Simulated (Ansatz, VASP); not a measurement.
Two plane-wave programs on Cd2SeO

The input INCAR:

```
SYSTEM = Cd2SeO
PREC = Accurate
ENCUT = 520
EDIFF = 1E-6
ISMEAR = -1
SIGMA = 0.02
LREAL = .FALSE.
LASPH = .TRUE.
NELM = 100
ALGO = Normal
ISIF = 2
LWAVE = .FALSE.
LCHARG = .TRUE.
GGA = PE
LELF = .TRUE.
LVHAR = .TRUE.
NBANDS = 26
```

Contents of KPOINTS:

```
Automatic mesh
0
G
  6 6 6
  0 0 0
```

Contents of POSCAR:

```
Cd2SeO
1.0
    4.0169413262      0.0000000000      0.0000000000
    0.0000000000      4.0169413262      0.0000000000
    0.0000000000      0.0000000000      5.2838922586
O Cd Se
1 2 1
Direct
    0.0000000000      0.0000000000      0.0000000000
    0.0000000000      0.5000000000      0.8141016487
    0.5000000000      0.0000000000      0.1858983513
    0.5000000000      0.5000000000      0.5000000000
```

Input for Ansatz:

```yaml
crystal:
  lattice:
    - [4.0169413262, 0.0, 0.0]
    - [0.0, 4.0169413262, 0.0]
    - [0.0, 0.0, 5.2838922586]
  atoms:
    - { symbol: O, position: [0.0, 0.0, 0.0] }
    - { symbol: Cd, position: [0.0, 0.5, 0.8141016487] }
    - { symbol: Se, position: [0.5, 0.5, 0.5] }
    - { symbol: Cd, position: [0.5, 0.0, 0.1858983513] }
kpoints:
  mp_grid: { grid: [6, 6, 6] }
  band_path:
    path:
      - [0.0, 0.0, 0.0]
      - [0.0, 0.5, 0.0]
      - [0.5, 0.5, 0.0]
      - [0.0, 0.0, 0.5]
      - [0.0, 0.5, 0.5]
      - [0.5, 0.5, 0.5]
      - [0.0, 0.0, 0.05]
    npoints: 1
hamiltonian:
  xc: pbe
scf:
  occupations: { method: fermi_dirac, width: 0.02 }
  n_extra_bands: 5
output:
  forces: true
  stress: true
  eigenvalues: true
```

Change from the starting cell: uniaxial_z strain -1.4%.

Alike in both runs: task single point; functional PBE; k mesh 6 × 6 × 6; occupations fermi-dirac, width 0.02 eV; no spin polarisation.

|  | VASP | Ansatz |
| --- | --- | --- |
| version | VASP 6.6.1 | Ansatz 0.2.0 |
| potentials or method | VASP PAW PBE potentials, release 64 (O, Cd, Se) | plane waves, PAW |
| plane-wave cutoff (eV) | 520 | 420 |
| valence electrons in the cell | 36 | 62 |

|  | VASP | Ansatz | Ansatz less VASP |
| --- | --- | --- | --- |
| pressure (GPa) | 4.0 | 3.4 | -0.67 |
| largest component of the traceless stress (GPa) | 0.26 | 0.16 | -0.106 |
| rms of the force components (eV/Å) | 0.054 | 0.041 | -0.0128 |

With one functional, cell and mesh, what is left measures potentials, basis and numerics. The two sets of potentials don't hold the same shells in valence.
